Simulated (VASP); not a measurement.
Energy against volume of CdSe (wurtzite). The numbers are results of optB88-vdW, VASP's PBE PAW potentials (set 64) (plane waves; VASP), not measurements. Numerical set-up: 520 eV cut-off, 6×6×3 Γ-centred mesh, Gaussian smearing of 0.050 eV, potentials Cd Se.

Shape and ions are relaxed at each volume.

```tsv
V (Å³/atom)	E (eV/atom)
27.824	-0.24125
28.712	-0.25459
29.600	-0.25866
30.488	-0.25488
```

### Question
Fit these four points and predict the energy of the run at 31.376 Å³/atom.

### Answer
A cubic in V^(−2/3), the third-order Birch-Murnaghan form, passes through the four points with V0 = 29.59 Å³/atom and B0 = 47 GPa, and gives -0.2444 eV/atom there. The run gave -0.2445 eV/atom, -0.1 meV/atom from the fit; all five points give B0 = 47 GPa.

The compound is CdSe in the wurtzite structure. It was relaxed first, which changed the volume by +5 %.
